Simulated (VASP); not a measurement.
Data:

```yaml
crystal:
  lattice:
    - [3.53046, 0.00000, 0.00000]
    - [-1.76523, 3.05747, 0.00000]
    - [0.00000, 0.00000, 7.45391]
  atoms:
    - { symbol: Mo, position: [0.00000, 0.00000, 0.00000] }
    - { symbol: Te, position: [0.33333, 0.66667, 0.24547] }
    - { symbol: Te, position: [0.66667, 0.33333, 0.75453] }
```

Method: r2SCAN meta-GGA, VASP's PBE PAW potentials (set 64) (plane waves; VASP). Numerical set-up: 400 eV cut-off, 11×11×5 Γ-centred mesh, tetrahedra with Blöchl corrections, potentials Mo_sv Te.

The cores are frozen, which limits the accuracy of field gradients.

**Question.** Give the principal components of the electric field gradient (V/Å²) and the asymmetry η at each nucleus.

**Answer.** 
```csv
atom,Vxx,Vyy,Vzz,η
Mo1,38.9,38.9,-77.8,0.00
Te2,120.7,120.7,-241.5,0.00
Te3,120.7,120.7,-241.5,0.00
```

The structure was generated: Te2Mo was put into the CdI2 type (P-3m1), which need not be its known phase. It was relaxed first, which changed the volume by -15 %.
